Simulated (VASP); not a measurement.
Here is the system:

```yaml
crystal:
  lattice:
    - [0.00000, 3.33667, 3.33667]
    - [3.33667, 0.00000, 3.33667]
    - [3.33667, 3.33667, 0.00000]
  atoms:
    - { symbol: K, position: [0.00000, 0.00000, 0.00000] }
    - { symbol: Br, position: [0.50000, 0.50000, 0.50000] }
```

Calculation: AM05 GGA, VASP's PBE PAW potentials (set 64) (plane waves; VASP 6.6.1). Numerical set-up: 520 eV cut-off, Gaussian smearing of 0.050 eV, potentials K_sv Br.

Question: Give the energies of bands 6 to 11 at the high-symmetry points, in eV from the valence-band maximum.

Answer: 
```csv
band,Γ,X,U,L,W
6,0.00,-0.77,-0.66,-1.10,-0.55
7,0.00,-0.27,-0.60,-0.31,-0.55
8,0.00,-0.27,-0.31,-0.31,-0.50
9,4.41,5.95,6.64,6.58,7.40
10,7.62,7.11,8.04,8.16,7.40
11,7.62,9.28,8.42,9.69,8.16
```

The gap is direct, 4.41 eV, from the valence maximum at Γ to the conduction minimum at Γ.

Measured: gap 7.40 eV (computed value off by -2.99 eV), as given by Aguado et al., (1998), arXiv:cond-mat/9809176.

The compound is KBr in the rock salt structure. It was relaxed first.
